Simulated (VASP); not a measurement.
A convergence study with VASP on Al (fcc): one setting is varied, all else stays as given below, so the limit is that of these other settings.

```
Al
1.0
    0.00000     2.02500     2.02500
    2.02500     0.00000     2.02500
    2.02500     2.02500     0.00000
Al
1
Cartesian
  0.00000   0.00000   0.00000
```

All values below come from PBE GGA, VASP's PBE PAW potentials (set 64) (plane waves; VASP). The tightest run used: 550 eV cut-off, 25×25×25 Γ-centred mesh, first-order Methfessel-Paxton smearing of 0.10 eV, potentials Al.

```csv
setting,E (eV/atom),pressure (GPa),irreducible k-points
1×1×1 mesh,-0.1673,0.04,1
2×2×2 mesh,-4.4159,-6.03,3
3×3×3 mesh,-3.1627,-1.28,4
4×4×4 mesh,-3.4492,0.06,8
5×5×5 mesh,-3.6842,1.33,10
6×6×6 mesh,-3.8105,0.01,16
7×7×7 mesh,-3.7903,-1.21,20
```

### Question
These are the cheaper rows. Estimate the results at 25×25×25 mesh, and how far the last row shown lies from them.

### Answer

```
quantity        tightest run  last row shown is off by
--------------  ------------  ------------------------
E (eV/atom)          -3.7460                   -0.0442
pressure (GPa)         -0.62                     -0.59
```

Left out are rungs that failed or repeat a setting and relaxations that didn't move; long series are thinned to 24 rows.

The compound is Al in the fcc structure. The cell was not relaxed at this level.
